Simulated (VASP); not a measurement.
Given:

```
CELL_PARAMETERS angstrom
      0.00000     3.82291     3.82291
      3.82291     0.00000     3.82291
      3.82291     3.82291     0.00000
ATOMIC_POSITIONS crystal
  Zn 0.50000 0.00000 0.00000
  Zn 0.50000 0.00000 0.50000
  Zn 0.00000 0.50000 0.50000
  Zn 0.00000 0.50000 0.00000
  Zn 0.50000 0.50000 0.00000
  Zn 0.00000 0.00000 0.50000
  Zn 0.50000 0.50000 0.50000
  Tc 0.00000 0.00000 0.00000
```

Method: PBEsol GGA, VASP's PBE PAW potentials (set 64) (plane waves; VASP). Settings: 300 eV cut-off, 6×6×6 Γ-centred mesh, Fermi-Dirac smearing of 0.10 eV, potentials Zn Tc_pv.

At this cut-off the stress carries a Pulay error, which pulls relaxed volumes low.

### Question
Predict the energy per atom (σ→0), pressure, band gap (on the k-mesh) with the smallest direct gap where there is one.

### Answer

```
Quantity                                                    Result
------------------------  ----------------------------------------
band gap (on the k-mesh)  none (metal, semimetal or under 0.01 eV)
energy per atom (σ→0)                               -2846 meV/atom
pressure                                                 -1.85 GPa
```

The absolute energy has meaning only against runs of the same code, potentials and settings.

The structure comes from a computed database's Zn7Tc entry (Fm-3m); how it stands against other phases isn't given here. The cell was not relaxed at this level. The electron count is odd and the run is not spin-polarised, which forces a metal.
